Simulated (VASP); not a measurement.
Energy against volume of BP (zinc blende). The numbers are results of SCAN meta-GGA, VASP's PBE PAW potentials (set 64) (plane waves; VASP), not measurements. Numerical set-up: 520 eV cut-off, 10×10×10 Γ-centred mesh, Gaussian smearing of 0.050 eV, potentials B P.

| V (Å³/atom) | E (eV/atom) |
|---|---|
| 10.865 | -9.40838 |
| 11.212 | -9.42766 |
| 11.559 | -9.43386 |
| 11.906 | -9.42871 |

Fit these four points and predict the energy of the run at 12.252 Å³/atom.

A cubic in V^(−2/3), the third-order Birch-Murnaghan form, passes through the four points with V0 = 11.57 Å³/atom and B0 = 174 GPa, and gives -9.4137 eV/atom there. The run gave -9.4138 eV/atom, -0.0 meV/atom from the fit; all five points give B0 = 174 GPa.

The compound is BP in the zinc blende structure. It was relaxed first.
